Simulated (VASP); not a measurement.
OSZICAR of a VASP run on LuAs (space group R3m):

OSZICAR:
```
       N       E                     dE             d eps       ncg     rms          rms(c)
DAV:   1     0.256471063924E+02    0.25647E+02   -0.51266E+03  2328   0.101E+03
DAV:   2    -0.110178538372E+02   -0.36665E+02   -0.35262E+02  2453   0.371E+02
DAV:   3    -0.122510747444E+02   -0.12332E+01   -0.12079E+01  2262   0.393E+01
DAV:   4    -0.122617315868E+02   -0.10657E-01   -0.10614E-01  2552   0.249E+00
DAV:   5    -0.122618860005E+02   -0.15441E-03   -0.15416E-03  2373   0.229E-01    0.207E+01
DAV:   6    -0.118857585794E+02    0.37613E+00   -0.10087E+00  2492   0.134E+01    0.132E+01
DAV:   7    -0.118916285284E+02   -0.58699E-02   -0.39909E-01  2700   0.931E+00    0.255E+00
DAV:   8    -0.118822397251E+02    0.93888E-02   -0.71984E-02  2460   0.349E+00    0.124E-01
DAV:   9    -0.118822445224E+02   -0.47973E-05   -0.18804E-03  2336   0.448E-01    0.917E-02
DAV:  10    -0.118822692491E+02   -0.24727E-04   -0.85434E-05  2397   0.104E-01    0.669E-02
DAV:  11    -0.118822716450E+02   -0.23960E-05   -0.34865E-05  2266   0.536E-02    0.392E-02
DAV:  12    -0.118822704810E+02    0.11640E-05   -0.15940E-06  1387   0.228E-02    0.107E-02
DAV:  13    -0.118822704763E+02    0.47220E-08   -0.35900E-06  1953   0.163E-02
   1 F= -.11882270E+02 E0= -.11880287E+02  d E =-.396780E-02
```

Q: Which electronic solver shows in the log?

A: It is blocked Davidson (ALGO = Normal, or the opening steps of other solvers). The INCAR had ALGO = Normal.

Q: Can the final energy be trusted as converged?

A: The calculation finished and met its thresholds. It stopped with EDIFF = 1E-6, NELM = 100 (PBE GGA, plane waves, VASP's PBE PAW potentials (set 64)).

The structure was generated: LuAs was put into an ordered model structure, which need not be its known phase. The cell was not relaxed at this level.
